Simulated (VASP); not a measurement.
# Mg2Br3: relaxation of cell and atoms with PBE

Crystal: Mg2Br3.

```
Mg Br
1.0
     5.25488    0.00000    0.00000
     0.00000    5.25488    0.00000
     0.00000    0.00000    5.25488
Mg Br
2 3
Direct
  0.00000 0.00000 0.00000
  0.50000 0.50000 0.50000
  0.00000 0.50000 0.50000
  0.50000 0.00000 0.50000
  0.50000 0.50000 0.00000
```

The cell was built by a generator and needn't be a form met in nature.

The cell isn't the ideal one: random cell by space group and Wyckoff sites (Pm-3m, No. 221).

- Program: VASP 6.6.1
- Task: relaxation of cell and atoms
- Functional: PBE
- Potentials or basis: VASP PAW PBE potentials, release 64 (Mg, Br)
- Cutoff: 600 eV
- k mesh: 8 × 8 × 8
- Occupations: gaussian, width 0.1 eV
- Spin: no spin polarisation
- Dipole correction: no
- Further INCAR settings: ALGO = Fast; EDIFF = 1e-06; IBRION = 2; EDIFFG = -0.01; NSW = 100; ISIF = 3

- Relaxed volume: 29.07 Å³/atom
- Relaxed cell: a = 5.258 Å, b = 5.258 Å, c = 5.258 Å, α = 90.00°, β = 90.00°, γ = 90.00°
- Space group after relaxing (to 0.05 Å): Pm-3m (No. 221)
- Energy gained by relaxing: 0.0 meV/atom
- Ionic steps: 2
- Pressure after relaxing: 0.0 GPa
- Band gap on the k mesh: none (metal or under the smearing width)

Final structure:
```
Mg Br
1.0
     5.25796    0.00000    0.00000
     0.00000    5.25796    0.00000
     0.00000    0.00000    5.25796
Mg Br
2 3
Direct
  0.00000 0.00000 0.00000
  0.50000 0.50000 0.50000
  0.00000 0.50000 0.50000
  0.50000 0.00000 0.50000
  0.50000 0.50000 0.00000
```

Levels at points of the mesh, in eV from the Fermi level:
| k point | band 11 | band 12 | band 13 | band 14 | band 15 | band 16 |
| --- | --- | --- | --- | --- | --- | --- |
| (0.00, 0.00, 0.00) | -2.65 | -2.65 | -1.30 | 0.83 | 4.53 | 4.53 |
| (0.50, 0.00, 0.00) | -2.71 | -2.71 | 0.34 | 2.14 | 3.11 | 3.95 |
| (0.50, 0.50, 0.00) | -3.20 | -2.07 | 0.24 | 3.05 | 3.57 | 3.57 |
| (0.50, 0.50, 0.50) | -2.05 | -2.05 | -0.98 | 3.80 | 3.80 | 3.80 |

It took 120 s on 1 thread of Intel(R) Xeon(R) Platinum 8259CL CPU @ 2.50GHz (Skylake/Cascade Lake), on a shared host, peak memory 0.32 GiB.

Caveat: an odd number of electrons without spin polarisation forces a metal; a magnetic or distorted state may lie lower.
